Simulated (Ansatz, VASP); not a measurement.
# SnGeSe2 (alpha-NaFeO2 type (invented)) in two plane-wave programs

Wanted: the spread between two codes on one cell, functional and k mesh. The cell is generated by rule, not measured, and may not be a known phase. The cell is taken from a series of runs on this material, whose earlier steps may have relaxed, scaled, displaced or heated it; both programs get it as it stands.

Main program and level: Ansatz 0.2.0; plane waves, with VASP 6.6.1 beside it; relaxation of cell and atoms at PBEsol.

### Step 1. Set-up

Symmetry: R-3m, No. 166, trigonal system. Conventional cell: a = 4.064 Å, b = 4.064 Å, c = 20.009 Å, α = 90.00°, β = 90.00°, γ = 120.00°. Ge has 6 Se at 2.81 Å nearest. Nearest to Sn lie 6 Se at 2.95 Å. Nearest to Se lie 3 Ge at 2.81 Å and 3 Sn at 2.95 Å. Farther neighbours and most contacts between anions are not listed.

### Step 2. VASP: relaxation of cell and atoms, PBEsol, pair 1

The relaxed volume is the usual yardstick between codes: in a stiff, nearly cubic crystal its relative difference is about their pressure difference at one cell divided by the bulk modulus.

Lines of VASP's logs that name or quote its potential files are left out, and so is its time.

The input, INCAR:

```
SYSTEM = SnGeSe2
PREC = Accurate
ENCUT = 500
EDIFF = 1E-07
NELM = 120
ISMEAR = 0
SIGMA = 0.01
LREAL = .FALSE.
ALGO = Normal
GGA = PS
NBANDS = 26
LORBIT = 11
LWAVE = .FALSE.
LCHARG = .FALSE.
ISIF = 3
IBRION = 2
NSW = 80
EDIFFG = -0.005
LASPH = .TRUE.
GGA_COMPAT = .FALSE.
NELMIN = 4
EFERMI = MIDGAP
KPAR = 2
```

The input, POSCAR:

```
SnGeSe2
1.0
    2.0320470000      1.1732030000      6.6697020000
   -2.0320470000      1.1732030000      6.6697020000
    0.0000000000     -2.3464050000      6.6697020000
Ge Sn Se
1 1 2
Direct
    0.0000000000      0.0000000000      0.0000000000
    0.4999999290      0.4999999290      0.5000001421
    0.2561399431      0.2561399431      0.2561400522
    0.7438599648      0.7438599648      0.7438602819
```

The input, KPOINTS:

```
Automatic mesh
0
Gamma
12 12 12
0 0 0
```

PAW data sets: Ge_d, Sn_d and Se (PBE family, release 64).

The run is started by

```bash
$ mpirun -np 2 vasp_std
```

Numbers of over 12 decimals in the logs are rounded to 6 here.

Log:

```text
[banner, memory and clock lines left out]
running    2 mpi-ranks, on    1 nodes
 distrk:  each k-point on    1 cores,    2 groups
 distr:  one band on    1 cores,    1 groups

 POSCAR found type information on POSCAR GeSnSe
 POSCAR found :  3 types and       4 ions
|                                                                             |
|               ----> ADVICE to this user running VASP <----                  |
|                                                                             |
|     You enforced a specific xc type in the INCAR file but a different       |
|     [... a line on the potential file left out ...]
|     I HOPE YOU KNOW WHAT YOU ARE DOING!                                     |
|                                                                             |

 LDA part: xc-table for (Slater+PW92), standard interpolation
 POSCAR, INCAR and KPOINTS ok, starting setup
 FFT: planning ... GRIDC
 FFT: planning ... GRID_SOFT
 FFT: planning ... GRID
 WAVECAR not read
 entering main loop
       N       E                     dE             d eps       ncg     rms          rms(c)
DAV:   1     0.331652861227E+03    0.33165E+03   -0.19336E+04 11110   0.261E+03
DAV:   2     0.352891141449E+02   -0.29636E+03   -0.28966E+03 10124   0.610E+02
DAV:   3    -0.159382691638E+02   -0.51227E+02   -0.50269E+02 12048   0.174E+02
DAV:   4    -0.183844320097E+02   -0.24462E+01   -0.24385E+01 11462   0.413E+01
DAV:   5    -0.184378318199E+02   -0.53400E-01   -0.53355E-01 12682   0.674E+00    0.451E+00
DAV:   6    -0.182077251330E+02    0.23011E+00   -0.58244E-01 12834   0.475E+00    0.273E+00
DAV:   7    -0.182026816122E+02    0.50435E-02   -0.14781E-01 13202   0.177E+00    0.103E+00
DAV:   8    -0.182018427687E+02    0.83884E-03   -0.19480E-02 12038   0.111E+00    0.123E-01
DAV:   9    -0.182016937412E+02    0.14903E-03   -0.20247E-03 12396   0.373E-01    0.515E-02
DAV:  10    -0.182017324090E+02   -0.38668E-04   -0.18852E-04 11500   0.799E-02    0.227E-02
DAV:  11    -0.182017364215E+02   -0.40125E-05   -0.36103E-05 13634   0.508E-02    0.566E-03
DAV:  12    -0.182017363108E+02    0.11066E-06   -0.29823E-06 11862   0.114E-02    0.307E-03
DAV:  13    -0.182017361441E+02    0.16672E-06   -0.29093E-07  9526   0.293E-03    0.102E-03
DAV:  14    -0.182017361464E+02   -0.22892E-08   -0.49536E-08  5804   0.244E-03
   1 F= -.18201736E+02 E0= -.18201736E+02  d E =-.182017E+02
 curvature:   0.00 expect dE= 0.000E+00 dE for cont linesearch  0.000E+00
 trial: gam= 0.00000 g(F)=  0.413E-06 g(S)=  0.191E-04 ort = 0.000E+00 (trialstep = 0.100E+01)
 search vector abs. value=  0.195E-04
 bond charge predicted
       N       E                     dE             d eps       ncg     rms          rms(c)
DAV:   1    -0.182019758515E+02   -0.23971E-03   -0.45418E-03 12532   0.905E-01    0.874E-02
DAV:   2    -0.182017976030E+02    0.17825E-03   -0.29904E-04 11966   0.230E-01    0.411E-02
DAV:   3    -0.182017483838E+02    0.49219E-04   -0.13927E-04 12226   0.144E-01    0.851E-03
DAV:   4    -0.182017446975E+02    0.36864E-05   -0.74945E-06 11624   0.293E-02    0.342E-03
DAV:   5    -0.182017440990E+02    0.59850E-06   -0.63620E-07 10584   0.617E-03    0.154E-03
DAV:   6    -0.182017440283E+02    0.70642E-07   -0.90027E-08  5454   0.451E-03
   2 F= -.18201744E+02 E0= -.18201744E+02  d E =-.788193E-05
 trial-energy change:   -0.000008  1 .order   -0.000009   -0.000019    0.000002
 step:   0.8938(harm=  0.9217)  dis= 0.00009  next Energy=   -18.201744 (dE=-0.797E-05)
 reached required accuracy - stopping structural energy minimisation
```

From OUTCAR (step 2):

```text
ion  position               nearest neighbor table
   1  0.000  0.000  0.000-   3 2.81   3 2.81   3 2.81   4 2.81   4 2.81   4 2.81
   2  0.500  0.500  0.500-   4 2.95   3 2.95   4 2.95   4 2.95   3 2.95   3 2.95
   3  0.256  0.256  0.256-   1 2.81   1 2.81   1 2.81   2 2.95   2 2.95   2 2.95
   4  0.744  0.744  0.744-   1 2.81   1 2.81   1 2.81   2 2.95   2 2.95   2 2.95

  LATTYP: Found a trigonal (rhomboedric) cell.
 ALAT       =     7.0703992149
 COS(alpha) =     0.8348001605

 Subroutine GETGRP returns: Found 12 space group operations
 (whereof 12 operations were pure point group operations)

The static configuration has the point symmetry D_3d.

 Found    189 irreducible k-points:

   k-points           NKPTS =    189   k-points in BZ     NKDIM =    189   number of bands    NBANDS=     26

   dimension x,y,z NGX =    54 NGY =   54 NGZ =   54
   dimension x,y,z NGXF=   108 NGYF=  108 NGZF=  108

   ENCUT  =  500.0 eV  36.75 Ry    6.06 a.u.  12.89 12.89 12.89*2*pi/ulx,y,z

   NELECT =      40.0000    total number of electrons

 k-points in reciprocal lattice and weights: Automatic mesh
   0.00000000  0.00000000  0.00000000       0.001
   0.08333333  0.00000000  0.00000000       0.003
   0.16666667  0.00000000  0.00000000       0.003
   0.25000000  0.00000000  0.00000000       0.003
   0.33333333  0.00000000  0.00000000       0.003
   0.41666667  0.00000000  0.00000000       0.003
   0.50000000  0.00000000  0.00000000       0.002
   0.08333333  0.08333333  0.00000000       0.003
   0.16666667  0.08333333  0.00000000       0.007
[...]
-0.41666667  0.50000000  0.41666667       0.003
   0.50000000  0.50000000  0.50000000       0.001

 average (electrostatic) potential at core
       1 -73.6992       2-101.3415       3 -52.8215       4 -52.8215

 E-fermi :   5.7075

 k-point     1 :       0.0000    0.0000    0.0000
  band No.  band energies     occupation
    ...
     16       3.3416      2.00000
     17       3.3416      2.00000
     18       3.5977      2.00000
     19       3.5977      2.00000
     20       5.6011      2.00000
     21       6.1229      0.00000
     22       6.6129      0.00000
     23       6.6129      0.00000
     24       9.9909      0.00000
     25      10.0445      0.00000
    ...

 k-point     2 :       0.0833    0.0000    0.0000
  band No.  band energies     occupation
    ...
     16       3.2228      2.00000
     17       3.3407      2.00000
     18       3.5042      2.00000
     19       3.7119      2.00000
     20       5.2435      2.00000
     21       6.1403      0.00000
     22       6.8283      0.00000
     23       7.7841      0.00000
     24       9.2031      0.00000
     25       9.8549      0.00000
    ...

 k-point     3 :       0.1667    0.0000    0.0000
  band No.  band energies     occupation
    ...
     16       2.9350      2.00000
     17       3.1766      2.00000
     18       3.2877      2.00000
     19       4.4404      2.00000
     20       4.4838      2.00000
     21       7.0443      0.00000
     22       7.3486      0.00000
     23       7.7550      0.00000
     24       9.2390      0.00000
     25       9.6071      0.00000
    ...

  Total       -0.0028582     -0.0028582     -0.0016414      0.0000000     -0.0000000      0.0000000
  in kB       -0.0479599     -0.0479598     -0.0275423      0.0000000     -0.0000000      0.0000000
  external PRESSURE =      -0.0411540 kB  Pullay stress =       0.0000000 kB

  energy-cutoff  :      500.00
  volume of cell :       95.48
      direct lattice vectors                 reciprocal lattice vectors
     2.032582988  1.173512453  6.671713896     0.245992416  0.142023814  0.049962167
    -2.032582988  1.173512453  6.671713896    -0.245992416  0.142023814  0.049962167
     0.000000000 -2.347023905  6.671713896     0.000000000 -0.284047628  0.049962189

 POSITION                                       TOTAL-FORCE (eV/Angst)
 -----------------------------------------------------------------------------------
     -0.00000     -2.34702      6.67171         0.000000     -0.000000     -0.000000
      0.00000      0.00000     10.00757         0.000000     -0.000000     -0.000000
      0.00000      0.00000      5.12658        -0.000000     -0.000000     -0.001743
      0.00000      0.00000     14.88856         0.000000      0.000000      0.001743
 -----------------------------------------------------------------------------------
    total drift:                               -0.000000      0.000590     -0.000305

  FREE ENERGIE OF THE ION-ELECTRON SYSTEM (eV)
  ---------------------------------------------------
  free  energy   TOTEN  =       -18.2017440283 eV

  energy  without entropy=      -18.2017440283  energy(sigma->0) =      -18.20174403

 reached required accuracy - stopping structural energy minimisation

 total charge
# of ion       s       p       d       tot
------------------------------------------
    1        1.350   0.713  10.024  12.088
    2        1.376   0.713  10.002  12.090
    3        1.480   2.281   0.034   3.795
    4        1.480   2.281   0.034   3.795
--------------------------------------------------
tot          5.686   5.989  20.094  31.768

[... 3 further parts left out ...]
```

CONTCAR:

```
SnGeSe2
   1.00000000000000
     2.0325829879860038    1.1735124528257188    6.6717138959445190
    -2.0325829879860038    1.1735124528257188    6.6717138959445190
     0.0000000000000000   -2.3470239050860231    6.6717138958914592
  Ge              Sn              Se
     1     1     2
Direct
     0.0000000000000000    0.0000000000000000    1.0000000000000000
     0.4999999289999977    0.4999999289999977    0.5000001420999993
     0.2561349565263367    0.2561349565263367    0.2561350656263369
     0.7438649513736681    0.7438649513736681    0.7438652684736642
```

The gap is read on the k-mesh alone, so it is an upper bound where the band edges lie off the mesh. The PAW data sets were made with PBE, which is usual practice but a small mismatch for other functionals. The run keeps the 12 symmetry operations of its start, so it cannot find a distortion of lower symmetry.

### Step 3. Ansatz: relaxation of cell and atoms, PBEsol, pair 1

Ansatz runs on its default PAW (the set named soft_2) files.

The same cell, functional, mesh and smearing now go to Ansatz, which takes its cutoff from its data sets.

The input, input.yaml:

```yaml
crystal:
  lattice:
    - [2.0320466438, 1.1732026768, 6.6697022227]
    - [-2.0320466438, 1.1732026768, 6.6697022227]
    - [0.0, -2.3464053536, 6.6697022227]
  atoms:
    - { symbol: Ge, position: [1.0, 0.0, 0.0] }
    - { symbol: Sn, position: [0.5, 0.5, 0.5] }
    - { symbol: Se, position: [0.2561399749, 0.2561399749, 0.2561399749] }
    - { symbol: Se, position: [0.7438600251, 0.7438600251, 0.7438600251] }
kpoints:
  mp_grid: { grid: [12, 12, 12] }
hamiltonian:
  xc: pbesol
scf:
  occupations: { method: gaussian, width: 0.01 }
output:
  forces: true
  stress: true
  eigenvalues: true
relax:
  adjacent_minimum: "off"
  f_tol: 0.001
  max_steps: 60
  cell: { stress_tol: 0.01 }
```

The run is started by

```bash
$ ansatz run input.yaml --threads 2 --pin off --max-ram 5120MiB --backend cpu --events-out ev --progress --plain --runs-dir out
```

Log:

```text
basis.fft_grid_basis auto: the FFT boxes are laid along the combinations [[1, 0, -1], [0, 1, -1], [0, 0, 1]] of the cell's own vectors, 4.064, 4.064 and 7.070 Å long. The dense box has 30×30×48 points. Along the cell's own vectors, as sized, it would have 48×48×48, 2.56 times as many. Of the 12 symmetry operations that the crystal satisfies within crystal.symmetry.tolerance (time reversal apart; of a slab, those that [...]
Engine: ansatz 0.2.0, aarch64-unknown-linux-gnu
Pseudopotentials: kind: paw
Pseudopotential: Ge, paw, valence charge 14, recommended cutoff 420 eV (normal), Ge.paw.azcp
Pseudopotential: Sn, paw, valence charge 14, recommended cutoff 420 eV (normal), Sn.paw.azcp
Pseudopotential: Se, paw, valence charge 16, recommended cutoff 420 eV (normal), Se.paw.azcp
Functional definition: PBEsol
  exchange = pbesol_x
  correlation = pbesol_c
Crystal: 4 atoms, lattice volume = 95.404 Å³
Basis set: ecut = 420 eV, 1865 PW (Γ), FFT grids on a1−a3, a2−a3, a3, exchange–correlation on 60×60×96 points (8 copies of the dense FFT grid, shifted against one another)
Bands: 36, of which v1, the nominal top of the filled ones, is band 30 counted from 1 (29 counted from 0)
Symmetry: 12 space group operations
Space group: R-3m (ITA 166), of the structure as read, at distance tolerance 4.6e-5 Å
k-points: 189 of 1728
Non-local potential: Ge, projectors of the file, l = 0: 2, l = 1: 2, l = 2: 3, l = 3: 1
Non-local potential: Sn, projectors of the file, l = 0: 2, l = 1: 2, l = 2: 2, l = 3: 2
Non-local potential: Se, projectors of the file, l = 0: 2, l = 1: 2, l = 2: 3, l = 3: 1
PAW form: soft (Blöchl's): semilocal exchange-correlation on the pseudo side does not see the compensation charge
PAW frozen core: Ge, regenerated for the run's functional, and the local potential with it (the file was generated under x = pbe(κ = 0.804, μ = 0.219515), c = pbe(β = 0.066725))
PAW frozen core: Sn, regenerated for the run's functional, and the local potential with it (the file was generated under x = pbe(κ = 0.804, μ = 0.219515), c = pbe(β = 0.066725))
PAW frozen core: Se, regenerated for the run's functional, and the local potential with it (the file was generated under x = pbe(κ = 0.804, μ = 0.219515), c = pbe(β = 0.066725))
PAW one-centre angular grid: Ge, 590 points (default); XC on 64 Gauss nodes
PAW one-centre angular grid: Sn, 590 points (default); XC on 64 Gauss nodes
PAW one-centre angular grid: Se, 590 points (default); XC on 64 Gauss nodes
Initial density: superposition of atomic densities (neutral atoms: chi_scale 0, normalization atom), corrected by the library's trained network
Initial wavefunctions: pseudopotential atomic-orbital guess
Functional: x = pbesol(κ = 0.804, μ = 0.123457), c = pbesol(β = 0.046)
SCF iter   1: F=—  HF=-21053.001821 eV  |F-HF|=—  |Δ(HF+E_count)|=         —  Δρ=2.03e-3  dr2=4.83e-3  ethr=1.77e-3  ⟨swp⟩=7.0  Hψ=27265  notcnv=0
preconditioner: auto → Resta (q_TF=auto, 2.525 Å⁻¹)  ε∞=4.5  [insulator: Δε(μ)=0.171 eV  Ē_g=9.072 eV  σ=0.010 eV  W_gap=1.00  n_scr=28 (ndim 8)  ℏωp=17.0 eV  f_vac=0.009  D(μ)=0.00/eV (n_scr^D=0)  ε∞_Penn≈4.5]
SCF iter   2: F=—  HF=-21052.998192 eV  |F-HF|=—  |Δ(HF+E_count)|=   3.63e-3  Δρ=1.02e-3  dr2=8.97e-4  ethr=8.06e-6  ⟨swp⟩=3.4  Hψ=15026  notcnv=0  defer=281
SCF iter   3: F=—  HF=-21052.998042 eV  |F-HF|=—  |Δ(HF+E_count)|=   1.51e-4  Δρ=2.76e-4  dr2=7.33e-5  ethr=1.50e-6  ⟨swp⟩=2.0  Hψ=11156  notcnv=0  defer=281
SCF iter   4: F=—  HF=-21052.998044 eV  |F-HF|=—  |Δ(HF+E_count)|=   1.94e-6  Δρ=1.40e-4  dr2=1.88e-5  ethr=1.22e-7  ⟨swp⟩=2.0  Hψ=10303  notcnv=0  defer=281
SCF iter   5: F=—  HF=-21052.998044 eV  |F-HF|=—  |Δ(HF+E_count)|=   1.96e-7  Δρ=4.04e-5  dr2=2.25e-6  ethr=3.13e-8  ⟨swp⟩=2.0  Hψ=10290  notcnv=0  defer=281
SCF iter   6: F=—  HF=-21052.998044 eV  |F-HF|=—  |Δ(HF+E_count)|=   5.56e-7  Δρ=1.51e-5  dr2=2.15e-7  ethr=3.76e-9  ⟨swp⟩=2.0  Hψ=10303  notcnv=0  defer=281
SCF iter   7: F=-21052.998044 eV  HF=-21052.998044 eV  |F-HF|=1.25e-8  |Δ(HF+E_count)|=   1.08e-7  Δρ=4.10e-6  dr2=1.47e-8  ethr=1.67e-10  ⟨swp⟩=8.0  Hψ=25914  notcnv=0
SCF 1 converged in 7 iterations: F = -21052.998044 eV  dr2 = 1.47e-8
  greatest PAW one-centre occupation: 1.000 electrons in one spin orbital (limit 2), on the Se atom at site 3 (counted from 0), in its partial waves of l = 2
relax step   1: F+E_penalty+E_count = -21052.99804443 eV  Δ(F+E_penalty+E_count) = +0.000e0 eV  max|allowed force component| = 1.401e-3 eV/Å  Δτ_max = 0.0000 Å  P = +0.004 GPa  Ω = 95.404 Å³  (7 SCF iters, dr2 threshold 1.00e-7 eV, accepted)
[...]
relax step   2: F+E_penalty+E_count = -21052.99804332 eV  Δ(F+E_penalty+E_count) = +1.114e-6 eV  max|allowed force component| = 1.187e-3 eV/Å  Δτ_max = 0.0004 Å  P = -0.001 GPa  Ω = 95.413 Å³  energy of the carried Pulay correction = -1.350e-6 eV  (5 SCF iters, dr2 threshold 1.23e-10 eV, accepted)
[...]
relax step   3: F+E_penalty+E_count = -21052.99804395 eV  Δ(F+E_penalty+E_count) = -6.258e-7 eV  max|allowed force component| = 3.648e-6 eV/Å  Δτ_max = 0.0002 Å  P = -0.000 GPa  Ω = 95.410 Å³  energy of the carried Pulay correction = -9.813e-7 eV  (4 SCF iters, dr2 threshold 8.80e-11 eV, accepted)
[...]
relax step   4: F+E_penalty+E_count = -21052.99804562 eV  Δ(F+E_penalty+E_count) = -1.675e-6 eV  max|allowed force component| = 6.489e-6 eV/Å  Δτ_max = 0.0000 Å  P = -0.000 GPa  Ω = 95.410 Å³  stress off target by 3.05e-4 GPa  SCF on the basis re-selected at this cell (its energy is not comparable with the rows above)  (4 SCF iters)
basis re-selected at this cell: Δ(F+E_penalty+E_count) = -1.675e-6 eV, ΔP = -0.000 GPa vs the last step (what re-selecting the basis moved, of the pressure what is left beyond the Pulay correction that the steps carried, after the strain that the cell walked since its last selection, with what the two solves' SCF thresholds leave and, on support functions, any second-order correction that the steps lacked; it is no m [...]
SCF converged after 4 iterations
Free energy (F): -21052.998046 eV
Harris-Foulkes:  -21052.998046 eV  (|F-HF|=0.00e0)
Internal energy: -21052.998046 eV  (E = F + TS)
E sigma→0 (E₀):  -21052.998046 eV
Fermi energy:    9.766421 eV
--- Per-component energies (eV) ---
  E_band       = -962.034167
  E_kinetic    = 532.258885
  E_local      = -7817.435587  (includes V_loc(G=0)·N_el)
  E_nonlocal   = -801.016201
  E_hartree    = 3849.556958
  E_xc         = -662.042700
  E_vxc        = -358.729732  (∫ρ·V_xc dr)
  E_paw        = -9770.711788  (= ΣΔE_a)
  E_vpaw       = -216.224535  (= ΣTr[D̂ρ^β])
  E_aug_tail   = -0.000899  (compensation charges beyond the density's cutoff)
  E_ewald      = -6386.826391
  E_core_change = 3.219677  (= ΣΔE_core)
  E_smearing   = -0.000000  (= −TS)
  E_closure    = -0.000000  (closes the sum)
  Σ components = -21052.998046   (vs F -21052.998046, Δ=0.00e0)
--- Forces (eV/Å), atoms counted from 1 ---
  atom   1  Ge     0.00000000    -0.00000000     0.00000000
  atom   2  Sn     0.00000000    -0.00000000     0.00000000
  atom   3  Se     0.00000000     0.00000000     0.00000649
  atom   4  Se    -0.00000000    -0.00000000    -0.00000649
  max |Σ_I F_I| component: 8.47e-22 eV/Å
--- Stress (GPa, compression-positive) ---
       -0.000196       0.000000       0.000000
        0.000000      -0.000196       0.000000
        0.000000       0.000000       0.000305
  P = ⅓ Tr σ = -0.0000 GPa (-0.000 kbar)
--- Band table (eV; the first three rows and the last of 189) ---
  k-point 0: bands = [... 26 lower, 7.3979, 7.6529, 7.6529, 9.6599, 10.1821, 10.6750, 10.6750, 14.0526, ... 2 higher]
  k-point 1: bands = [... 26 lower, 7.3963, 7.5596, 7.7682, 9.3033, 10.1987, 10.8902, 11.8452, 13.2648, ... 2 higher]
  k-point 2: bands = [... 26 lower, 7.2323, 7.3433, 8.4985, 8.5411, 11.1028, 11.4102, 11.8165, 13.2999, ... 2 higher]
  k-point 188: bands = [... 26 lower, 7.4976, 7.4976, 8.2156, 9.1395, 11.6833, 11.6833, 11.6985, 12.0185, ... 2 higher]
--- Relaxed structure (3 steps of the walk, 3 accepted, 1 SCFs on fresh bases) ---
  F+E_penalty+E_count = -21052.99804562 eV   max|allowed force component| = 6.489e-6 eV/Å   (the final SCF, on the basis selected at the relaxed cell)
  cell:  # Å, volume = 95.4101 Å³
    - [2.032030, 1.173193, 6.670273]
    - [-2.032030, 1.173193, 6.670273]
    - [0, -2.346386, 6.670273]
  atoms:
    - { symbol: Ge, position: [1.0, 5.551115123125783e-17, 0.0] }
    - { symbol: Sn, position: [0.5, 0.5, 0.5] }
    - { symbol: Se, position: [0.256129, 0.256129, 0.256129] }
    - { symbol: Se, position: [0.743871, 0.743871, 0.743871] }
```

### Step 4. Differences

Known differences besides the potentials themselves: the data sets hold 60 valence electrons in Ansatz (on its default PAW (the set named soft_2) files) and 40 in VASP; the cutoff is 420 eV in Ansatz and 500 eV in VASP; Ansatz makes its cores anew for this functional, VASP keeps those of its PBE data sets; Ansatz adds a Pulay correction to the stress that steers its cell, VASP none. Total energies have different zeros and are not compared.

The two programs side by side:

| quantity | Ansatz | VASP | difference |
| --- | --- | --- | --- |
| volume (Å³) | 95.41 | 95.48 | -0.08 % |
| edge a after relaxation, in the typed setting (Å) | 7.071 | 7.072 | -0.02 % |

(Continued in part 2 of 2.)

[Lines on the potential files, build, host, timing and source positions are cut from VASP's logs without a mark.]

[Logs are printed without paths, hosts, clocks, repeated set-up lines and the standing remarks that a program may print on its own settings, such as how far it seeks lower states.]

[Hosts, paths, dates, database ids (printed as entryN), source tags and the programs' standing remarks are cut or masked in the printed files.]
